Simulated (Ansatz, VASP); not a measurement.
# In2O3 (partly crystallised In2O3): VASP beside Ansatz, part 2 of 2

One calculation is typed for both programs; each brings its own data sets. How far apart do they land? Of the first pair: The cell is taken from a series of runs on this material, whose earlier steps may have relaxed, scaled, displaced or heated it; both programs get it as it stands.

VASP 6.6.1 and Ansatz 0.2.0.

So far. Step 2 (VASP: single point, revPBE, pair 1): The run ends at a pressure of 0.71 GPa, with forces up to 1.0 eV/Å.

## 6. VASP: single point, revPBE, start cell, pair 2

Level of this step: revPBE; plane waves and PAW (In_d, O) (VASP).

The same cell, functional, mesh and smearing now go to VASP, with its own data sets.

Contents of INCAR:

```
SYSTEM = In2O3
PREC = Accurate
ENCUT = 520
EDIFF = 1E-06
NELM = 120
ISMEAR = -1
SIGMA = 0.05
LREAL = Auto
ALGO = Normal
GGA = RE
NBANDS = 512
LORBIT = 11
LWAVE = .FALSE.
LCHARG = .FALSE.
ISIF = 2
LASPH = .TRUE.
GGA_COMPAT = .FALSE.
EFERMI = MIDGAP
NCORE = 2
```

Contents of POSCAR:

```
In2O3
1.0
   11.1615600000      0.0000000000      0.0000000000
    0.0000000000     11.1615600000      0.0000000000
    0.0000000000      0.0000000000     11.1615600000
In O
40 60
Direct
    0.9016212787      0.3931708471      0.9822820466
    0.0221026451      0.3976773856      0.7192005419
    0.7920667004      0.8910582392      0.5580402739
    0.5804116987      0.3640440942      0.1568508345
    0.8594855916      0.6470959257      0.7911528496
    0.2950125251      0.1200907400      0.2309802572
    0.7954712424      0.1464580220      0.7319406965
    0.3605589183      0.6184977727      0.2909539527
    0.4050867441      0.6524177624      0.9541766563
    0.1288619154      0.6553564197      0.8795903082
    0.5823110748      0.6505990202      0.7119076545
    0.0104196904      0.1076820803      0.1497729708
    0.1793835270      0.6380111741      0.5259390264
    0.4688143951      0.1333863725      0.9870215275
    0.1774303950      0.1340762402      0.9018542211
    0.7954264458      0.8485283419      0.2733130494
    0.9061009393      0.6133192851      0.4555366813
    0.2341608162      0.8711237497      0.0729378331
    0.6250111992      0.9052229258      0.7973079032
    0.7324424184      0.3949537520      0.5745612620
    0.4035457409      0.8743132680      0.4809542752
    0.9114406947      0.8954572658      0.9531104971
    0.0824884694      0.6166879899      0.2109113780
    0.6298581919      0.6110884142      0.3808786585
    0.4125588179      0.3706202359      0.4525263494
    0.2344564738      0.1585083089      0.5621794803
    0.6790090274      0.1318364100      0.4060095542
    0.5700726422      0.3953031655      0.8679879873
    0.7337594386      0.1074760159      0.0629571494
    0.6783997936      0.6289264225      0.0267166955
[... 64 atom lines left out ...]
    0.4196904375      0.2512999975      0.1504090826
    0.2848705736      0.7903644293      0.8801189081
    0.8055415193      0.2224778615      0.5281609381
    0.3238794577      0.5340024154      0.4651589921
    0.9969394959      0.4503761123      0.1610437967
    0.6487981967      0.9587190321      0.3416637101
```

Contents of KPOINTS:

```
Automatic mesh
0
Gamma
1 1 1
0 0 0
```

Potentials, in the order of the species: In_d and O (PBE family, release 64).

Command:

```
mpirun -np 8 vasp_gam
```

Numbers of over 12 decimals in the logs are rounded to 6 here.

Output:

```text
[banner, memory and clock lines left out]
running    8 mpi-ranks, on    1 nodes
[...]
[... a notice as in an earlier step ...]

 LDA part: xc-table for (Slater+PW92), standard interpolation
 POSCAR, INCAR and KPOINTS ok, starting setup
[...]
entering main loop
       N       E                     dE             d eps       ncg     rms          rms(c)
DAV:   1     0.218246942456E+05    0.21825E+05   -0.37155E+05  1024   0.278E+03
DAV:   2     0.604525088418E+04   -0.15779E+05   -0.15256E+05  1024   0.878E+02
DAV:   3     0.595154742425E+03   -0.54501E+04   -0.51628E+04  1024   0.391E+02
DAV:   4    -0.544616119111E+03   -0.11398E+04   -0.10976E+04  1392   0.174E+02
[...]
DAV:  17    -0.511051280267E+03   -0.33453E-04   -0.91138E-05  1312   0.301E-02    0.116E-02
DAV:  18    -0.511051284171E+03   -0.39033E-05   -0.16395E-05  1432   0.139E-02    0.700E-03
DAV:  19    -0.511051284558E+03   -0.38763E-06   -0.21771E-06   704   0.414E-03
   1 F= -.51105128E+03 E0= -.51103712E+03  d E =-.283381E-01
```

OUTCAR, selected parts (step 6):

```text
  FREE ENERGIE OF THE ION-ELECTRON SYSTEM (eV)
  ---------------------------------------------------
  free  energy   TOTEN  =      -511.0512845582 eV

  energy  without entropy=     -511.0229464814  energy(sigma->0) =     -511.03711552
```

The run ends at a pressure of 0.71 GPa, with forces up to 1.0 eV/Å.

## 7. Differences

Forces on 10 of the 100 atoms, those with the largest forces and the largest differences (eV/Å; atoms numbered as in POSCAR):

```csv
atom,"Ansatz x, y, z","VASP x, y, z"
In2,"-0.308, -0.555, -0.750","-0.314, -0.535, -0.761"
In15,"-0.227, 0.169, -0.263","-0.232, 0.204, -0.260"
In18,"-0.102, -0.343, -0.152","-0.128, -0.313, -0.142"
In19,"0.006, 0.347, 0.583","0.017, 0.351, 0.588"
In29,"-0.473, -0.235, 0.327","-0.473, -0.214, 0.331"
In33,"-0.034, -0.140, 0.961","-0.027, -0.136, 0.977"
In37,"0.014, -0.316, 0.518","0.023, -0.319, 0.522"
In39,"-0.269, 0.571, -0.775","-0.282, 0.556, -0.771"
In40,"-0.044, 0.156, 0.987","-0.034, 0.152, 1.002"
O76,"0.175, 0.108, -0.124","0.171, 0.075, -0.115"
```

The forces differ by 12 meV/Å r.m.s., which is 5.4 % of the r.m.s. force of 0.227 eV/Å (both taken over all components).

## 8. Ansatz: relaxation, revPBE

The two programs are compared at the cell with which this relaxation starts, whose forces are those of its first step. This pair takes another cell of the material, with 99 atoms against 100 for the pair before.

The structure compared here is the start of the Ansatz relaxation; VASP solves that cell, so the two are compared at the walk's first step.

Contents of input.yaml:

```yaml
crystal:
  lattice:
    - [11.16156, 0.0, 0.0]
    - [0.0, 11.16156, 0.0]
    - [0.0, 0.0, 11.16156]
  atoms:
    - { symbol: In, position: [0.90882, 0.38719, 0.97988] }
    - { symbol: In, position: [0.01472, 0.39762, 0.70438] }
[... 3 atom lines left out ...]
    - { symbol: In, position: [0.30114, 0.12218, 0.23749] }
    - { symbol: In, position: [0.80113, 0.14461, 0.73747] }
[... 4 atom lines left out ...]
    - { symbol: In, position: [0.01294, 0.10271, 0.16076] }
[... 1 atom line left out ...]
    - { symbol: In, position: [0.46592, 0.13755, 0.98822] }
[... 2 atom lines left out ...]
    - { symbol: In, position: [0.22049, 0.87483, 0.06544] }
[... 3 atom lines left out ...]
    - { symbol: In, position: [0.9166, 0.88609, 0.95831] }
[... 3 atom lines left out ...]
    - { symbol: In, position: [0.23536, 0.15743, 0.56705] }
[... 2 atom lines left out ...]
    - { symbol: In, position: [0.73534, 0.10938, 0.06702] }
[... 1 atom line left out ...]
    - { symbol: In, position: [0.29828, 0.41847, 0.77379] }
[... 1 atom line left out ...]
    - { symbol: In, position: [0.34757, 0.9078, 0.74449] }
    - { symbol: In, position: [0.96594, 0.12923, 0.48825] }
    - { symbol: In, position: [0.2716, 0.3666, 0.04804] }
    - { symbol: In, position: [0.07549, 0.89821, 0.65128] }
    - { symbol: In, position: [0.12936, 0.35704, 0.30776] }
    - { symbol: In, position: [0.51296, 0.16407, 0.6607] }
[... 5 atom lines left out ...]
    - { symbol: O, position: [0.29933, 0.0491, 0.02521] }
    - { symbol: O, position: [0.77482, 0.01451, 0.89008] }
[... 4 atom lines left out ...]
    - { symbol: O, position: [0.47913, 0.03947, 0.82026] }
    - { symbol: O, position: [0.19538, 0.0325, 0.73987] }
    - { symbol: O, position: [0.16163, 0.53114, 0.69289] }
[... 3 atom lines left out ...]
    - { symbol: O, position: [0.1554, 0.31019, 0.88534] }
    - { symbol: O, position: [0.05879, 0.00442, 0.98756] }
[... 2 atom lines left out ...]
    - { symbol: O, position: [0.16537, 0.23325, 0.15166] }
[... 4 atom lines left out ...]
    - { symbol: O, position: [0.91426, 0.00951, 0.64537] }
[... 1 atom line left out ...]
    - { symbol: O, position: [0.97911, 0.22729, 0.32027] }
[... 2 atom lines left out ...]
    - { symbol: O, position: [0.0088, 0.78689, 0.79721] }
    - { symbol: O, position: [0.25606, 0.81137, 0.59205] }
[... 1 atom line left out ...]
    - { symbol: O, position: [0.89005, 0.22345, 0.07752] }
    - { symbol: O, position: [0.40101, 0.30686, 0.89861] }
    - { symbol: O, position: [0.35853, 0.29639, 0.63554] }
    - { symbol: O, position: [0.57448, 0.00865, 0.08881] }
    - { symbol: O, position: [0.07448, 0.25817, 0.58878] }
[... 1 atom line left out ...]
    - { symbol: O, position: [0.12471, 0.01484, 0.49077] }
[... 2 atom lines left out ...]
    - { symbol: O, position: [0.14618, 0.97717, 0.2244] }
[... 1 atom line left out ...]
    - { symbol: O, position: [0.98078, 0.52119, 0.86491] }
    - { symbol: O, position: [0.09218, 0.73461, 0.0526] }
    - { symbol: O, position: [0.39006, 0.04335, 0.57751] }
    - { symbol: O, position: [0.90034, 0.28551, 0.81093] }
[... 4 atom lines left out ...]
    - { symbol: O, position: [0.85851, 0.9704, 0.13553] }
    - { symbol: O, position: [0.25883, 0.53201, 0.94235] }
[... 1 atom line left out ...]
    - { symbol: O, position: [0.41426, 0.25726, 0.14535] }
    - { symbol: O, position: [0.27786, 0.79229, 0.88276] }
[... 2 atom lines left out ...]
    - { symbol: O, position: [0.99851, 0.44445, 0.15564] }
    - { symbol: O, position: [0.65549, 0.95662, 0.38535] }
kpoints:
  mp_grid: { grid: [1, 1, 1] }
hamiltonian:
  xc: revpbe
  pseudopotentials: { kind: paw, azcp: { folder: soft_1 } }
scf:
  occupations: { method: fermi_dirac, width: 0.05 }
output:
  forces: true
  eigenvalues: true
relax:
  f_tol: 0.05
  max_steps: 90
```

Command:

```
ansatz run input.yaml --threads 4 --pin off --max-ram 8192MiB --backend cpu --events-out ev --progress --plain --runs-dir out
```

Output:

```text
[...]
Crystal: 99 atoms, lattice volume = 1390.512 Å³
Basis set: ecut = 420 eV, 27201 PW (Γ), exchange–correlation on 150×150×150 points (8 copies of the dense FFT grid, shifted against one another)
Bands: 533, of which v1, the nominal top of the filled ones, is band 434 counted from 1 (433 counted from 0)
Symmetry: 1 space group operations
[...]
k-points: 1
[...]
SCF iter   1: F=—  HF=-252676.355094 eV  |F-HF|=—  |Δ(HF+E_count)|=         —  Δρ=8.31e-2  dr2=1.27e2  ethr=3.10e-3  ⟨swp⟩=6.0  Hψ=1970  notcnv=0
[...]
- { symbol: O, position: [0.527127, 0.516479, 0.030299] }
    - { symbol: O, position: [0.658620, 0.738845, 0.191579] }
    - { symbol: O, position: [0.341216, 0.013841, 0.079099] }
    - { symbol: O, position: [0.779893, 0.015481, 0.889475] }
    - { symbol: O, position: [0.947243, 0.729140, 0.281313] }
    - { symbol: O, position: [0.565004, 0.754571, 0.905596] }
    - { symbol: O, position: [0.756428, 0.456190, 0.091018] }
[...]
- { symbol: O, position: [0.798631, 0.218946, 0.525074] }
    - { symbol: O, position: [0.329134, 0.537230, 0.456887] }
    - { symbol: O, position: [0.996861, 0.446016, 0.151000] }
    - { symbol: O, position: [0.658918, 0.959283, 0.388329] }
```

## 9. VASP: single point, revPBE, start cell, pair 3

The same cell, functional, mesh and smearing now go to VASP, with its own data sets.

Contents of INCAR:

```
SYSTEM = In13O20
PREC = Accurate
ENCUT = 520
EDIFF = 1E-06
NELM = 120
ISMEAR = -1
SIGMA = 0.05
LREAL = Auto
ALGO = Normal
GGA = RE
NBANDS = 504
LORBIT = 11
LWAVE = .FALSE.
LCHARG = .FALSE.
ISIF = 2
LASPH = .TRUE.
GGA_COMPAT = .FALSE.
NCORE = 2
```

Contents of POSCAR:

```
In13O20
1.0
   11.1615600000      0.0000000000      0.0000000000
    0.0000000000     11.1615600000      0.0000000000
    0.0000000000      0.0000000000     11.1615600000
In O
39 60
Direct
    0.9088156136      0.3871860206      0.9798809485
    0.0147201646      0.3976236297      0.7043818248
[... 3 atom lines left out ...]
    0.3011407008      0.1221782618      0.2374936837
    0.8011335333      0.1446124019      0.7374685976
[... 4 atom lines left out ...]
    0.0129372597      0.1027096571      0.1607570985
[... 1 atom line left out ...]
    0.4659205344      0.1375524568      0.9882220765
[... 2 atom lines left out ...]
    0.2204888922      0.8748329087      0.0654388813
[... 3 atom lines left out ...]
    0.9166012636      0.8860858160      0.9583069033
[... 3 atom lines left out ...]
    0.2353613653      0.1574331903      0.5670533510
[... 2 atom lines left out ...]
    0.7353362792      0.1093843513      0.0670157218
[... 1 atom line left out ...]
    0.2982826773      0.4184719699      0.7737896853
[... 1 atom line left out ...]
    0.3475679027      0.9078032103      0.7444927053
    0.9659402449      0.1292292475      0.4882471626
    0.2716018191      0.3665975007      0.0480398797
    0.0754912396      0.8982077774      0.6512799286
    0.1293636373      0.3570379051      0.3077616391
    0.5129569702      0.1640720473      0.6606961751
[... 5 atom lines left out ...]
    0.2993309179      0.0490970796      0.0252115296
    0.7748200072      0.0145141002      0.8900816732
[... 4 atom lines left out ...]
    0.4791265737      0.0394658094      0.8202616839
    0.1953759152      0.0325044169      0.7398696956
    0.1616261526      0.5311443920      0.6928870158
[... 3 atom lines left out ...]
    0.1553994245      0.3101896151      0.8853421923
    0.0587910650      0.0044169453      0.9875590867
[... 2 atom lines left out ...]
    0.1653711488      0.2332469655      0.1516633876
[... 4 atom lines left out ...]
    0.9142628808      0.0095058397      0.6453667767
[... 1 atom line left out ...]
    0.9791104469      0.2272890169      0.3202688513
[... 2 atom lines left out ...]
    0.0087980533      0.7868882128      0.7972093507
    0.2560573970      0.8113740373      0.5920498568
[... 1 atom line left out ...]
    0.8900458359      0.2234544275      0.0775160461
    0.4010102530      0.3068567476      0.8986109469
    0.3585341117      0.2963922606      0.6355384014
    0.5744806282      0.0086457449      0.0888137500
    0.0744788363      0.2581717968      0.5887797046
[... 1 atom line left out ...]
    0.1247137497      0.0148366357      0.4907736911
[... 2 atom lines left out ...]
    0.1461802830      0.9771662742      0.2244041156
[... 1 atom line left out ...]
    0.9807768807      0.5211905863      0.8649059809
    0.0921824548      0.7346105741      0.0526001742
    0.3900619627      0.0433541548      0.5775088787
    0.9003400958      0.2855066854      0.8109260713
[... 4 atom lines left out ...]
    0.8585090256      0.9704019868      0.1355276503
    0.2588258272      0.5320134461      0.9423503525
[... 1 atom line left out ...]
    0.4142610890      0.2572579460      0.1453470662
    0.2778643845      0.7922906834      0.8827619078
[... 2 atom lines left out ...]
    0.9985073771      0.4444540011      0.1556413261
    0.6554908095      0.9566225510      0.3853493598
```

KPOINTS is that of step 6.

Command:

```
mpirun -np 8 vasp_gam
```

Output:

```text
[banner, memory and clock lines left out]
running    8 mpi-ranks, on    1 nodes
[...]
[... a notice as in an earlier step ...]

 LDA part: xc-table for (Slater+PW92), standard interpolation
 POSCAR, INCAR and KPOINTS ok, starting setup
[...]
entering main loop
       N       E                     dE             d eps       ncg     rms          rms(c)
DAV:   1     0.214098025369E+05    0.21410E+05   -0.36852E+05  1008   0.276E+03
DAV:   2     0.593035488938E+04   -0.15479E+05   -0.14962E+05  1008   0.870E+02
DAV:   3     0.586624653652E+03   -0.53437E+04   -0.50644E+04  1008   0.390E+02
DAV:   4    -0.531818357597E+03   -0.11184E+04   -0.10789E+04  1376   0.173E+02
[...]
DAV:  26    -0.502091592669E+03    0.80244E-05   -0.12295E-04  1136   0.366E-02    0.479E-02
DAV:  27    -0.502091597378E+03   -0.47094E-05   -0.14761E-05  1256   0.138E-02    0.418E-02
DAV:  28    -0.502091596761E+03    0.61726E-06   -0.62968E-06   752   0.763E-03
   1 F= -.50209160E+03 E0= -.50194236E+03  d E =-.298468E+00
```

OUTCAR, selected parts (step 9):

```text
  FREE ENERGIE OF THE ION-ELECTRON SYSTEM (eV)
  ---------------------------------------------------
  free  energy   TOTEN  =      -502.0915967608 eV

  energy  without entropy=     -501.7931284212  energy(sigma->0) =     -501.94236259
```

The run ends at a pressure of 0.18 GPa, with forces up to 1.3 eV/Å.

## 10. Comparison

Forces on 10 of the 99 atoms, those with the largest forces and the largest differences (eV/Å; atoms numbered as in POSCAR):

```csv
atom,"Ansatz x, y, z","VASP x, y, z"
In12,"0.636, 0.224, -1.056","0.629, 0.237, -1.055"
In14,"-1.073, -0.242, -0.197","-1.080, -0.237, -0.207"
In17,"-0.106, 0.928, -0.691","-0.088, 0.922, -0.690"
In32,"-0.701, 0.614, 0.432","-0.693, 0.615, 0.436"
In34,"-0.532, -0.866, -0.260","-0.541, -0.877, -0.259"
O43,"0.515, -0.563, 1.089","0.499, -0.562, 1.087"
O50,"-0.008, -0.685, -0.682","-0.020, -0.643, -0.663"
O55,"0.371, 1.046, -0.322","0.343, 1.032, -0.337"
O56,"0.017, -0.500, 0.422","0.053, -0.480, 0.407"
O99,"-0.028, -0.032, -0.054","-0.048, -0.071, -0.071"
```

The forces differ by 12 meV/Å r.m.s., which is 5.0 % of the r.m.s. force of 0.233 eV/Å (both taken over all components). VASP's last cycles still show a density residual of 4e-03, so its state may not be settled.

## 11. Results

* r.m.s. force difference (single point, revPBE, pair 1): 5.4 % of the r.m.s. force
* r.m.s. force difference (single point, revPBE, start cell, pair 2): 5.4 % of the r.m.s. force
* r.m.s. force difference (single point, revPBE, start cell, pair 3): 5.0 % of the r.m.s. force

What this shows: The r.m.s. force difference is 5.4 % of the r.m.s. force (single point, revPBE, pair 1), beyond the 3 % picked in this series as the mark of a large difference. What causes the difference of the single point, revPBE, pair 1 pair stays open here. What causes the difference of the single point, revPBE, start cell, pair 2 pair stays open here. 2 further runs of this series are not shown here. Such differences can come from data sets, numerical settings and the points named under the comparisons, not from the functional's error against experiment.

[Lines on the potential files, build, host, timing and source positions are cut from VASP's logs without a mark.]

[Logs are printed without paths, hosts, clocks, repeated set-up lines and the standing remarks that a program may print on its own settings, such as how far it seeks lower states.]

[Hosts, paths, dates, database ids (printed as entryN), source tags and the programs' standing remarks are cut or masked in the printed files.]
